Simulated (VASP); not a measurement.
Method: LDA (Ceperley-Alder, Perdew-Zunger), VASP's LDA PAW potentials (set 64) (plane waves; VASP).

Input for VASP

### INCAR
```
ISIF = 2
SYSTEM = MgSe
LMAXMIX = 4   ! l cut-off of mixed one-centre charges
NELM = 100   ! most electronic steps
PREC = Accurate
LCHARG = .True.
ALGO = Normal
LORBIT = 11
NEDOS = 601
ISMEAR = -5   ! tetrahedra, Bloechl
EDIFF = 1E-7
LASPH = .True.   ! aspherical one-centre terms
LREAL = .False.
LWAVE = .False.
ENCUT = 400   ! plane-wave cut-off (eV)
```

### POSCAR
```
MgSe
1
    0.0000000000     2.9329120595     2.9329120595
    2.9329120595     0.0000000000     2.9329120595
    2.9329120595     2.9329120595     0.0000000000
Mg Se
1 1
Direct
  0.0000000000   0.0000000000   0.0000000000
  0.2500000000   0.2500000000   0.2500000000
```

**KPOINTS**
```
kpoints
0
G
 9 9 9
0 0 0
```

POTCAR, in this order: Mg Se (LDA.64 set). Program: vasp_std.

Task: What does the run give for the energy per atom (σ→0), band gap (on the k-mesh)?

Result: 
The energy per atom (σ→0) comes out as -408.6 kJ/mol of atoms and the band gap (on the k-mesh) is 2.58 eV.

OSZICAR:
```
...
DAV:   6    -0.852462388825E+01    0.34988E+00   -0.83162E-01   592   0.405E+00    0.187E+00
DAV:   7    -0.847302227635E+01    0.51602E-01   -0.25207E-01   656   0.230E+00    0.101E+00
DAV:   8    -0.847052201592E+01    0.25003E-02   -0.78409E-03   656   0.590E-01    0.293E-01
DAV:   9    -0.847036382380E+01    0.15819E-03   -0.36344E-04   728   0.106E-01    0.158E-01
DAV:  10    -0.847037185349E+01   -0.80297E-05   -0.13735E-04   672   0.599E-02    0.801E-03
DAV:  11    -0.847037256886E+01   -0.71538E-06   -0.12371E-06   808   0.883E-03    0.157E-02
DAV:  12    -0.847037250476E+01    0.64109E-07   -0.72183E-07   608   0.428E-03
   1 F= -.84703725E+01 E0= -.84703725E+01  d E =0.000000E+00
```

The structure comes from a computed database's MgSe entry (F-43m); how it stands against other phases isn't given here. It was relaxed first.
